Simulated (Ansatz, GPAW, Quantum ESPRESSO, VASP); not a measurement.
## AuAl2 (Fm-3m, 3 atoms in the cell) computed with different codes at matched settings

Self-consistent single point.

```yaml
crystal:
  lattice:
    - [0.00000, 2.93400, 2.93400]
    - [2.93400, 0.00000, 2.93400]
    - [2.93400, 2.93400, 0.00000]
  atoms:
    - { symbol: Al, position: [0.25000, 0.25000, 0.25000] }
    - { symbol: Al, position: [0.75000, 0.75000, 0.75000] }
    - { symbol: Au, position: [0.00000, 0.00000, 0.00000] }
```

Shared settings, as Ansatz (a first-principles code) writes them: kpoints.mp_grid.grid = 13 13 13; scf.occupations.method = gaussian; scf.occupations.width = 0.0037 Ry. Potentials and cutoffs stand in the table.

```csv
code,model,pressure (GPa),cutoff
VASP,"LDA (PZ), VASP's LDA PAW potentials (set 64)",6.06,300 eV
Ansatz,"LDA (PW92), default PAW files made with PBE",5.96,30.9 Ry
GPAW,"LDA (Perdew-Wang 92), GPAW PAW datasets LDA (gpaw-data 1.0.1)",6.51,550 eV
Quantum ESPRESSO,"LDA (PZ), GBRV 1.5 ultrasoft (LDA) pseudopotentials",5.87,40 Ry
```

On Ansatz's run: spin-orbit coupling is off.

The spread over the programs that give each value: pressure within 0.64 GPa.

Ansatz's pressure is given at a fixed set of plane waves, as the other plane-wave codes print theirs; with its correction for the finite basis it is 6.02 GPa. The same LDA comes in different parametrisations, which differ slightly.

VASP's run is marked for a possible Pulay error in its stress at this cutoff; no cutoff test was made.

The starting cell has typed, rounded lattice constants, without a prior relaxation at this level. Its lattice was rescaled by a random factor within 2.5 % of one.

Left out of this page: Elk and SIESTA (not drawn, or without a comparable value); FLEUR (with a known weakness of the program).

Keys are those of Ansatz 0.2.
